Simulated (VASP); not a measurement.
**Be3Te2O: relaxation of cell and atoms with PBE**

The system is Be3Te2O.

```
CELL_PARAMETERS angstrom
3.50000 0.00000 0.00000
-1.75000 3.03109 0.00000
0.00000 0.00000 9.00000
ATOMIC_POSITIONS crystal
Be 0.33333 0.66667 0.57700
Be 0.00000 0.00000 0.18000
Be 0.66667 0.33333 0.95000
Te 0.66667 0.33333 0.69000
Te 0.33333 0.66667 0.31000
O 0.00000 0.00000 0.00000
```

The cell was built by a generator and needn't be a form met in nature.

```yaml
Program: VASP 6.6.1
Task: relaxation of cell and atoms
Functional: PBE
Potentials_or_basis: VASP PAW PBE potentials, release 64 (Be, Te, O)
Cutoff: 520 eV
k_mesh: 5 × 5 × 2
Occupations: gaussian, width 0.15 eV
Spin: no spin polarisation
Further_INCAR_settings: PREC = Normal; ALGO = Fast; EDIFF = 0.0001; IBRION = 2; EDIFFG = -0.08; NSW = 24; ISIF = 3
```

```yaml
Relaxed_volume: 17.66 Å³/atom
Relaxed_cell: a = 3.738 Å, b = 3.738 Å, c = 8.754 Å, α = 90.00°, β = 90.00°, γ = 120.00°
Space_group_after_relaxing_to_0.05_Å: P3m1 (No. 156)
Energy_gained_by_relaxing: 78.2 meV/atom
Ionic_steps: 8
Pressure_after_relaxing: -0.1 GPa
Largest_force_after_relaxing: 0.045 eV/Å
Band_gap_on_the_k_mesh: none (metal or under the smearing width)
```

Forces in eV/Å, atoms in the order of the input:
```
Be   0.000  0.000 -0.026
Be   0.000  0.000 -0.019
Be   0.000  0.000  0.045
Te   0.000  0.000  0.021
Te   0.000  0.000  0.011
O    0.000  0.000 -0.033
```

The path:
```csv
step,energy change (eV),largest force (eV/Å),pressure (GPa),volume (Å³)
1,0.0000,0.8142,7.86,95.48
2,-0.3817,0.6870,-0.95,106.59
3,-0.3820,0.7092,-1.47,107.22
4,-0.4481,0.5565,-0.18,106.58
5,-0.4505,0.6618,0.07,106.42
6,-0.4663,0.2733,-0.33,106.29
7,-0.4684,0.0900,-0.23,106.33
8,-0.4691,0.0453,-0.07,105.93
```

Final structure:
```xyz
6
Lattice="3.7380 0.0000 0.0000 -1.8690 3.2372 0.0000 0.0000 0.0000 8.7541" Properties=species:S:1:pos:R:3 pbc="T T T"
Be    0.0000    2.1581    5.0663
Be    0.0000    0.0000    1.5891
Be    1.8690    1.0791    8.3883
Te    1.8690    1.0791    5.9859
Te    0.0000    2.1581    2.6483
O     0.0000    0.0000    0.0195
```

Levels at points of the mesh, in eV from the Fermi level:
```tsv
k point	band 9	band 10	band 11	band 12	band 13	band 14	band 15	band 16
(0.00, 0.00, 0.00)	-0.97	-0.97	-0.23	-0.03	-0.03	3.58	3.69	3.69
(0.00, 0.00, 0.50)	-0.91	-0.91	-0.14	-0.14	0.96	3.02	3.91	3.91
```

Run time: 31 s on 1 thread of Intel(R) Xeon(R) Platinum 8559C (Emerald Rapids), on a shared host, peak memory 0.16 GiB.

Caveat: the k mesh is coarse (spacing up to 0.41 Å⁻¹), so the values aren't converged; the relaxation stopped at a loose force limit of 0.08 eV/Å, so its end isn't a converged minimum. The run has no spin-orbit coupling, so splittings on Te are missing.
